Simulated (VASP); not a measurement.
```xyz
2
Lattice="0.0000 2.0305 2.0305 2.0305 0.0000 2.0305 2.0305 2.0305 0.0000" Properties=species:S:1:pos:R:3 pbc="T T T"
Mg     0.0000     0.0000     0.0000
O      2.0305     2.0305     2.0305
```

All values below come from LDA (Ceperley-Alder, Perdew-Zunger), VASP's LDA PAW potentials (set 64) (plane waves; VASP). Run with 520 eV cut-off, 11×11×11 Γ-centred mesh, Gaussian smearing of 0.050 eV, potentials Mg O.

### Question
The job: MgO (rock salt), 2 atoms, LDA, static run, 520 eV, 11×11×11 Γ-centred mesh. Roughly how much core time does it take on a busy server core?

### Answer
About 6 core-seconds (one run on a shared machine, a rough figure). It had 56 irreducible k-points, 8 bands, up to 463 plane waves and 12 electronic steps.

The compound is MgO in the rock salt structure. This cell is one point of a volume scan, at 0.94 of the reference volume.
